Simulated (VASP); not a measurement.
Energy against volume of MgSe (rock salt). Calculation: PBEsol GGA, VASP's PBE PAW potentials (set 64) (plane waves; VASP).

```csv
V (Å³/atom),E (eV/atom)
19.003,-4.03646
19.609,-4.04907
20.216,-4.05300
20.822,-4.04948
21.429,-4.03958
```

Fit a third-order Birch-Murnaghan equation of state.

```json
{
 "volume_per_atom": "20.22 Å³/atom",
 "bulk_modulus": "65.4 GPa",
 "pressure_derivative_of_the_bulk_modulus": "4.13",
 "lattice_constant_a": "5.448 Å"
}
```

Measured: a 5.460 Å (computed value off by -0.2 %), as given by M J Lucero et al., Journal of Physics Condensed Matter (2012), arXiv:1111.4515. The calculation is for a static lattice, while the measured a holds thermal and zero-point effects, which are part of the difference.

The compound is MgSe in the rock salt structure. It was relaxed first.
